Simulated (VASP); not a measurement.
Crystal: MnCd7Te8.

```xyz
16
Lattice="-6.4003 6.4003 0.0000 -6.4003 0.0000 6.4003 0.0000 6.4003 6.4003" Properties=species:S:1:pos:R:3 pbc="T T T"
Mn    0.0000    0.0000    0.0000
Cd   -3.2002    3.2002    0.0000
Cd   -3.2002    0.0000    3.2002
Cd    0.0000    3.2002    3.2002
Cd   -6.4003    3.2002    3.2002
Cd   -3.2002    6.4003    3.2002
Cd   -3.2002    3.2002    6.4003
Cd   -6.4003    6.4003    6.4003
Te  -11.2006    8.0004    8.0004
Te   -8.0004    4.8002    8.0004
Te   -8.0004    8.0004    4.8002
Te  -11.2006   11.2006   11.2006
Te   -4.8002    4.8002    4.8002
Te   -8.0004    8.0004   11.2006
Te   -8.0004   11.2006    8.0004
Te   -4.8002    8.0004    8.0004
```

The cell was built by a generator and needn't be a form met in nature.

- Program: VASP 6.6.1
- Task: relaxation of cell and atoms
- Functional: PBE
- Potentials or basis: VASP PAW PBE potentials, release 64 (Mn_pv, Cd, Te)
- Cutoff: 600 eV
- k mesh: 4 × 4 × 4
- Occupations: gaussian, width 0.03 eV
- Spin: collinear spin, ferromagnetic start
- Starting moments: [4.0, 0.0, 0.0, 0.0, 0.0, 0.0, 0.0, 0.0, 0.0, 0.0, 0.0, 0.0, 0.0, 0.0, 0.0, 0.0] μB

At the start: pressure 3.8 GPa; volume 32.77 Å³/atom.

Question: How do energy, volume and symmetry change on relaxing?

Answer: Over 11 steps the energy falls by 39.5 meV/atom and the volume is 35.66 Å³/atom (+8.8 %); space group F-43m (No. 216, to 0.05 Å); moment 5.00 μB per cell.

The path:
```tsv
step	energy change (eV)	largest force (eV/Å)	pressure (GPa)	volume (Å³)
1	0.0000	0.6962	3.83	524.37
2	-0.5505	0.3163	-0.83	586.07
3	-0.5790	0.3757	-0.12	573.71
4	-0.6033	0.2744	-0.08	572.69
5	-0.6296	0.0593	0.05	569.94
6	-0.6297	0.0575	0.05	570.14
7	-0.6309	0.0347	-0.03	571.30
8	-0.6311	0.0229	-0.07	571.91
9	-0.6316	0.0122	0.00	570.63
10	-0.6316	0.0123	0.00	570.60
11	-0.6317	0.0053	0.01	570.52
```

Final structure:
```cif
data_structure
_symmetry_space_group_name_H-M 'P 1'
_symmetry_Int_Tables_number 1
_cell_length_a 9.3095
_cell_length_b 9.3095
_cell_length_c 9.3095
_cell_angle_alpha 60.000
_cell_angle_beta 60.000
_cell_angle_gamma 60.000
_cell_volume 570.52
loop_
_atom_site_label
_atom_site_type_symbol
_atom_site_fract_x
_atom_site_fract_y
_atom_site_fract_z
_atom_site_occupancy
Mn1 Mn 0.00000 0.00000 0.00000 1
Cd1 Cd 0.50109 0.99891 0.99891 1
Cd2 Cd 0.99891 0.50109 0.99891 1
Cd3 Cd 0.99891 0.99891 0.50109 1
Cd4 Cd 0.50109 0.50109 0.99891 1
Cd5 Cd 0.50109 0.99891 0.50109 1
Cd6 Cd 0.99891 0.50109 0.50109 1
Cd7 Cd 0.50000 0.50000 0.50000 1
Te1 Te 0.87911 0.87911 0.36266 1
Te2 Te 0.37502 0.87495 0.37502 1
Te3 Te 0.87495 0.37502 0.37502 1
Te4 Te 0.87911 0.87911 0.87911 1
Te5 Te 0.37502 0.37502 0.37502 1
Te6 Te 0.36266 0.87911 0.87911 1
Te7 Te 0.87911 0.36266 0.87911 1
Te8 Te 0.37502 0.37502 0.87495 1
```

Caveat: a cell with one magnetic atom can't hold antiferromagnetic order, which such compounds often take.
